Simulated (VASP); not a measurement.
An input for Ansatz (written as the equivalent of a VASP run, and not itself run):

Ansatz 0.2 input:
```yaml
crystal:
  lattice:
    - [3.7623211, 0.0000000, 0.0000000]
    - [0.0000000, 3.7623211, 0.0000000]
    - [0.0000000, 0.0000000, 3.7622752]
  atoms:
    - { symbol: Ba, position: [0.0000000, 0.0000000, 0.9928402] }
    - { symbol: Ti, position: [0.5000000, 0.5000000, 0.4931577] }
    - { symbol: O, position: [0.5000000, 0.5000000, 0.9926668] }
    - { symbol: O, position: [0.0000000, 0.5000000, 0.4926677] }
    - { symbol: O, position: [0.5000000, 0.0000000, 0.4926677] }
kpoints:
  mp_grid: { grid: [6, 6, 6] }
hamiltonian:
  xc: pbesol
  pseudopotentials: { kind: paw }
scf:
  occupations: { method: gaussian, width: 0.05 }
  max_iter: 100
relax:
  max_steps: 40
  f_tol: 0.02
  cell: { p_target: 45 }
output: { forces: true, stress: true, eigenvalues: true }
```

Task: Write the VASP files for the same calculation (PBEsol).

Result: One answer among several that fit: 
INCAR:
```
SYSTEM = BaTiO3
PREC = Accurate
ENCUT = 620
EDIFF = 1E-6
NELM = 100
ALGO = Normal
LREAL = .FALSE.
LASPH = .TRUE.
ISMEAR = 0
SIGMA = 0.05
GGA = PS
LMAXMIX = 4
LWAVE = .FALSE.
LCHARG = .FALSE.
IBRION = 2
ISIF = 3
NSW = 40
EDIFFG = -0.02
PSTRESS = 450
```

### KPOINTS
```
Regular mesh
0
Gamma
6 6 6
0 0 0
```

**POSCAR**
```
BaTiO3
1
    3.7623211009     0.0000000000     0.0000000000
    0.0000000000     3.7623211009    -0.0000000000
    0.0000000000     0.0000000000     3.7622751624
Ba Ti O
1 1 3
Direct
  0.0000000000   0.0000000000   0.9928402061
  0.5000000000   0.5000000000   0.4931577240
  0.5000000000   0.5000000000   0.9926667546
  0.0000000000   0.5000000000   0.4926676577
  0.5000000000   0.0000000000   0.4926676577
```

POTCAR, in this order: Ba_sv Ti_sv O (PBE.64 set). Program: vasp_std.

The two are equivalent in intent, not identical: each code has its own PAW files, so the cut-off isn't converted (ENCUT is set for VASP's; basis.ecutwfc is left out, and Ansatz then takes the one that its files recommend); Ansatz stops its SCF on the density residual and VASP on the energy change (EDIFF).

The compound is BaTiO3 in the tetragonal perovskite structure. It was relaxed first under an external pressure of 45 GPa.
